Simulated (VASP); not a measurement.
Method: PBEsol GGA, VASP's PBE PAW potentials (set 64) (plane waves; VASP 6.6.1).

The input files of a VASP run:

**INCAR**
```
SYSTEM  =  Nb3Sn
PREC  =  Accurate; ENCUT  =  500; LREAL  =  .FALSE.
LASPH  =  .TRUE.
EDIFF  =  1E-6; NELM  =  100; ALGO  =  Normal
LMAXMIX  =  4
ISMEAR  =  1; SIGMA  =  0.1
GGA  =  PS
IBRION  =  2; NSW  =  40; ISIF  =  3
EDIFFG  =  -0.02; PSTRESS  =  200
LWAVE  =  .FALSE.; LCHARG  =  .FALSE.
```

File POSCAR:
```
Nb3Sn
1.0
  5.1679136543   0.0000000000   0.0000000000
  0.0000000000   5.1679136543   0.0000000000
  0.0000000000   0.0000000000   5.1679136543
Nb Sn
6 2
Cartesian
  1.2919784136   0.0000000000   2.5839568272
  2.5839568272   1.2919784136   0.0000000000
  2.5839568272   3.8759352407   0.0000000000
  3.8759352407   0.0000000000   2.5839568272
  0.0000000000   2.5839568272   3.8759352407
  0.0000000000   2.5839568272   1.2919784136
  2.5839568272   2.5839568272   2.5839568272
  0.0000000000   0.0000000000   0.0000000000
```

KPOINTS:
```
Automatic mesh
0
Gamma
6 6 6
0 0 0
```

POTCAR, in this order: Nb_sv Sn_d (PBE.64 set). Program: vasp_std.

What VASP printed:

### OSZICAR
```
       N       E                     dE             d eps       ncg     rms          rms(c)
DAV:   1     0.180754374736E+04    0.18075E+04   -0.50601E+04  2621   0.222E+03
DAV:   2     0.209583994872E+03   -0.15980E+04   -0.15646E+04  2559   0.831E+02
DAV:   3    -0.446913005679E+02   -0.25428E+03   -0.24534E+03  3337   0.279E+02
DAV:   4    -0.761020165549E+02   -0.31411E+02   -0.30641E+02  3856   0.861E+01
DAV:   5    -0.787524871488E+02   -0.26505E+01   -0.26311E+01  4537   0.222E+01    0.203E+01
DAV:   6    -0.760165500427E+02    0.27359E+01   -0.88341E+00  3657   0.157E+01    0.693E+00
DAV:   7    -0.757266200555E+02    0.28993E+00   -0.19120E+00  3936   0.722E+00    0.267E+00
DAV:   8    -0.757281165847E+02   -0.14965E-02   -0.27866E-01  4034   0.285E+00    0.486E-01
DAV:   9    -0.757283183821E+02   -0.20180E-03   -0.44973E-02  3968   0.120E+00    0.378E-01
DAV:  10    -0.757289332394E+02   -0.61486E-03   -0.62773E-03  4320   0.391E-01    0.671E-02
DAV:  11    -0.757288780613E+02    0.55178E-04   -0.44701E-04  3552   0.112E-01    0.249E-02
DAV:  12    -0.757288639496E+02    0.14112E-04   -0.47750E-05  4008   0.409E-02    0.490E-03
DAV:  13    -0.757288640685E+02   -0.11884E-06   -0.52066E-06  2680   0.134E-02
   1 F= -.58499662E+02 E0= -.58497991E+02  d E =-.584997E+02
       N       E                     dE             d eps       ncg     rms          rms(c)
DAV:   1    -0.945550534494E+02   -0.18826E+02   -0.77209E+02  2534   0.223E+02    0.391E+01
DAV:   2    -0.772585369722E+02    0.17297E+02   -0.77651E+01  3059   0.781E+01    0.180E+01
DAV:   3    -0.712753712526E+02    0.59832E+01   -0.35526E+01  3697   0.363E+01    0.119E+01
DAV:   4    -0.714285439763E+02   -0.15317E+00   -0.37558E+00  3450   0.100E+01    0.514E+00
DAV:   5    -0.716293917639E+02   -0.20085E+00   -0.83047E-01  4338   0.412E+00    0.342E+00
DAV:   6    -0.717144953527E+02   -0.85104E-01   -0.13912E-01  3836   0.169E+00    0.127E+00
DAV:   7    -0.717399391580E+02   -0.25444E-01   -0.11634E-01  4354   0.120E+00    0.267E-01
DAV:   8    -0.717394815407E+02    0.45762E-03   -0.63627E-03  3956   0.452E-01    0.243E-01
DAV:   9    -0.717395824121E+02   -0.10087E-03   -0.96439E-04  4009   0.190E-01    0.524E-02
DAV:  10    -0.717395768926E+02    0.55195E-05   -0.21856E-04  3844   0.851E-02    0.314E-02
DAV:  11    -0.717395735703E+02    0.33224E-05   -0.19720E-05  3633   0.300E-02    0.218E-02
DAV:  12    -0.717395694253E+02    0.41450E-05   -0.73270E-06  3120   0.183E-02    0.302E-03
DAV:  13    -0.717395687241E+02    0.70121E-06   -0.83920E-07  1689   0.792E-03
   2 F= -.57084589E+02 E0= -.57085076E+02  d E =0.141507E+01
       N       E                     dE             d eps       ncg     rms          rms(c)
DAV:   1    -0.855161171573E+02   -0.13777E+02   -0.43672E+02  2565   0.191E+02    0.215E+01
DAV:   2    -0.791804654028E+02    0.63357E+01   -0.49700E+01  3266   0.534E+01    0.151E+01
DAV:   3    -0.750100561825E+02    0.41704E+01   -0.25507E+01  3745   0.299E+01    0.591E+00
DAV:   4    -0.750471105095E+02   -0.37054E-01   -0.24995E+00  3563   0.690E+00    0.276E+00
DAV:   5    -0.751778232512E+02   -0.13071E+00   -0.35728E-01  4360   0.270E+00    0.285E+00
DAV:   6    -0.751972239779E+02   -0.19401E-01   -0.44544E-02  3551   0.102E+00    0.214E+00
DAV:   7    -0.752241417572E+02   -0.26918E-01   -0.17232E-01  3691   0.208E+00    0.588E-01
DAV:   8    -0.752268927918E+02   -0.27510E-02   -0.18253E-02  3802   0.681E-01    0.117E-01
DAV:   9    -0.752269900441E+02   -0.97252E-04   -0.12534E-03  4000   0.159E-01    0.991E-02
DAV:  10    -0.752269703291E+02    0.19715E-04   -0.10704E-04  3520   0.569E-02    0.451E-02
DAV:  11    -0.752269636067E+02    0.67224E-05   -0.33604E-05  3577   0.309E-02    0.197E-02
DAV:  12    -0.752269642232E+02   -0.61657E-06   -0.15304E-06  1969   0.843E-03
   3 F= -.58688589E+02 E0= -.58688130E+02  d E =-.188927E+00
       N       E                     dE             d eps       ncg     rms          rms(c)
DAV:   1    -0.751996605234E+02    0.27303E-01   -0.10155E-01  2662   0.271E+00    0.362E-01
DAV:   2    -0.751978002697E+02    0.18603E-02   -0.10871E-02  3221   0.835E-01    0.213E-01
DAV:   3    -0.751969453523E+02    0.85492E-03   -0.60538E-03  3741   0.469E-01    0.124E-01
DAV:   4    -0.751969323119E+02    0.13040E-04   -0.68275E-04  3438   0.130E-01    0.465E-02
DAV:   5    -0.751969678877E+02   -0.35576E-04   -0.78722E-05  4016   0.426E-02    0.397E-02
DAV:   6    -0.751969818204E+02   -0.13933E-04   -0.18211E-05  3400   0.190E-02    0.219E-02
DAV:   7    -0.751969952430E+02   -0.13423E-04   -0.20634E-05  3721   0.183E-02    0.399E-03
DAV:   8    -0.751969934533E+02    0.17897E-05   -0.18259E-06  1888   0.886E-03    0.240E-03
DAV:   9    -0.751969937409E+02   -0.28761E-06   -0.36777E-07  1603   0.473E-03
   4 F= -.58688991E+02 E0= -.58688580E+02  d E =-.189329E+00
```

File OUTCAR:
```
------------------------ aborting loop because EDIFF is reached ----------------------------------------
  FORCE on cell =-STRESS in cart. coord.  units (eV):
  Direction    XX          YY          ZZ          XY          YZ          ZX
  --------------------------------------------------------------------------------------
  Total       16.4849863     16.4849863     16.4849863     -0.0000000     -0.0000000     -0.0000000
  in kB      199.7211492    199.7211492    199.7211492     -0.0000000     -0.0000000     -0.0000000
  external PRESSURE =      -0.2788508 kB  Pullay stress =     200.0000000 kB
  volume of cell :      132.24
      direct lattice vectors                 reciprocal lattice vectors
     5.094775348 -0.000000000 -0.000000000     0.196279508  0.000000000  0.000000000
    -0.000000000  5.094775348 -0.000000000     0.000000000  0.196279508  0.000000000
    -0.000000000 -0.000000000  5.094775348     0.000000000  0.000000000  0.196279508
 POSITION                                       TOTAL-FORCE (eV/Angst)
 -----------------------------------------------------------------------------------
      1.27369     -0.00000      2.54739         0.000000     -0.000000     -0.000000
      2.54739      1.27369     -0.00000         0.000000      0.000000     -0.000000
      2.54739      3.82108      5.09478        -0.000000     -0.000000      0.000000
      3.82108      5.09478      2.54739        -0.000000      0.000000      0.000000
     -0.00000      2.54739      3.82108        -0.000000     -0.000000     -0.000000
     -0.00000      2.54739      1.27369        -0.000000     -0.000000      0.000000
      2.54739      2.54739      2.54739        -0.000000      0.000000     -0.000000
      5.09478      5.09478     -0.00000        -0.000000      0.000000     -0.000000
 -----------------------------------------------------------------------------------
    total drift:                                0.000000      0.000000     -0.000000
  FREE ENERGIE OF THE ION-ELECTRON SYSTEM (eV)
  ---------------------------------------------------
  free  energy   TOTEN  =       -75.1969937409 eV

  energy  without entropy=      -75.1957613546  energy(sigma->0) =      -75.19658295
  enthalpy is  TOTEN    =       -58.6889911073 eV   P V=       16.5080026336

 reached required accuracy - stopping structural energy minimisation
```
(Selected blocks of OUTCAR.)

**CONTCAR**
```
Nb3Sn
   1.00000000000000
     5.0947753481280387   -0.0000000000000000   -0.0000000000000000
    -0.0000000000000000    5.0947753481280387   -0.0000000000000000
    -0.0000000000000000   -0.0000000000000000    5.0947753481280387
  Nb              Sn
     6     2
Direct
     0.2500000000000000    0.0000000000000000    0.5000000000000000
     0.5000000000000000    0.2500000000000000    0.0000000000000000
     0.5000000000000000    0.7500000000000000    1.0000000000000000
     0.7500000000000000    1.0000000000000000    0.5000000000000000
     0.0000000000000000    0.5000000000000000    0.7500000000000000
     0.0000000000000000    0.5000000000000000    0.2500000000000000
     0.5000000000000000    0.5000000000000000    0.5000000000000000
     1.0000000000000000    1.0000000000000000    0.0000000000000000
```

Energy and stress use the plane-wave basis of the starting cell.

The compound is Nb3Sn in the A15 structure. This run relaxes it under an external pressure of 20 GPa. Symmetry was kept, so distortions that lower it aren't found.
